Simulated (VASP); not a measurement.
An input for Ansatz (written as the equivalent of a VASP run, and not itself run):

Ansatz 0.2 input:
```yaml
crystal:
  lattice:
    - [4.1070262, 0.0000000, 0.0000000]
    - [0.0000000, 4.1070262, 0.0000000]
    - [0.0000000, 0.0000000, 2.6466722]
  atoms:
    - { symbol: Si, position: [0.0000000, 0.0000000, 0.0000000] }
    - { symbol: Si, position: [0.5000000, 0.5000000, 0.5000000] }
    - { symbol: O, position: [0.3043259, 0.3043259, 0.0000000] }
    - { symbol: O, position: [0.8043259, 0.1956741, 0.5000000] }
    - { symbol: O, position: [0.1956741, 0.8043259, 0.5000000] }
    - { symbol: O, position: [0.6956741, 0.6956741, 0.0000000] }
kpoints:
  mp_grid: { grid: [6, 6, 8] }
hamiltonian:
  xc: lda
  pseudopotentials: { kind: paw }
scf:
  occupations: { method: gaussian, width: 0.05 }
  max_iter: 100
relax:
  max_steps: 40
  f_tol: 0.02
  cell: { p_target: 10 }
output: { forces: true, stress: true, eigenvalues: true }
```

Write the VASP files for the same calculation (LDA).

This is not unique; one that fits is 
KPOINTS:
```
Automatic mesh
0
Gamma
6 6 8
0 0 0
```

INCAR:
```
LASPH = T
SYSTEM = SiO2
PSTRESS = 100
LREAL = F   # projection in real space or not
IBRION = 2   # conjugate gradients
EDIFF = 1E-6
NSW = 40   # most ionic steps
PREC = Accurate
SIGMA = 0.05
LCHARG = F
ISIF = 3   # ions, shape and volume
NELM = 100   # most electronic steps
EDIFFG = -0.02   # ionic stop
ISMEAR = 0   # Gaussian
LWAVE = F
ALGO = Normal   # blocked Davidson
ENCUT = 620   # plane-wave cut-off (eV)
```

POSCAR:
```
SiO2
1
    4.1070261851     0.0000000000     0.0000000000
    0.0000000000     4.1070261851     0.0000000000
    0.0000000000     0.0000000000     2.6466722085
Si O
2 4
Direct
  0.0000000000   0.0000000000   0.0000000000
  0.5000000000   0.5000000000   0.5000000000
  0.3043259332   0.3043259332   0.0000000000
  0.8043259332   0.1956740668   0.5000000000
  0.1956740668   0.8043259332   0.5000000000
  0.6956740668   0.6956740668   0.0000000000
```

POTCAR, in this order: Si O (LDA.64 set). Program: vasp_std.

Limits of the translation: each code has its own PAW files, so the cut-off isn't converted (ENCUT is set for VASP's; basis.ecutwfc is left out, and Ansatz then takes the one that its files recommend); Ansatz stops its SCF on the density residual and VASP on the energy change (EDIFF); Ansatz's lda is the Perdew-Wang form, while the LDA potentials of VASP carry Perdew-Zunger's.

The compound is SiO2 in the rutile structure, stishovite, a high-pressure form. It was relaxed first under an external pressure of 10 GPa.
